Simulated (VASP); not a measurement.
Consider the following.

```
HfB2
1.0
    1.53791    -2.71087     0.00000
    1.53791     2.71087     0.00000
    0.00000     0.00000     3.42879
Hf B
1 2
Direct
  0.00000   0.00000   0.00000
  0.33333   0.66667   0.50000
  0.69800   0.36466   0.50000
```

These are PBE GGA, VASP's PBE PAW potentials (set 64) (plane waves; VASP) values and carry that method's errors. Numerical set-up: 520 eV cut-off, KSPACING 0.4 per Å, first-order Methfessel-Paxton smearing of 0.10 eV, potentials Hf_pv B.

**Question.** Give the force on each atom (eV/Å).

**Answer.** 
```json
[
 {"atom": "Hf1", "Fx": "0.764", "Fy": "0.052", "Fz": "0.000"},
 {"atom": "B2", "Fx": "1.108", "Fy": "-0.135", "Fz": "0.000"},
 {"atom": "B3", "Fx": "-1.872", "Fy": "0.083", "Fz": "0.000"}
]
```

**Question.** Give the stress tensor in GPa (positive for a compressed cell).

**Answer.** 
```
20.26   0.19   0.00
 0.19   5.77   0.00
 0.00   0.00  12.27
```
The pressure is its mean diagonal, 12.77 GPa.

The compound is HfB2 in the AlB2 type structure. The cell was not relaxed at this level, atoms are displaced from their ideal sites. The run is one of a series of settings (KGAMMA = .FALSE., KSPACING = 0.4, KPOINTS file removed against the base run), some of them coarse on purpose.
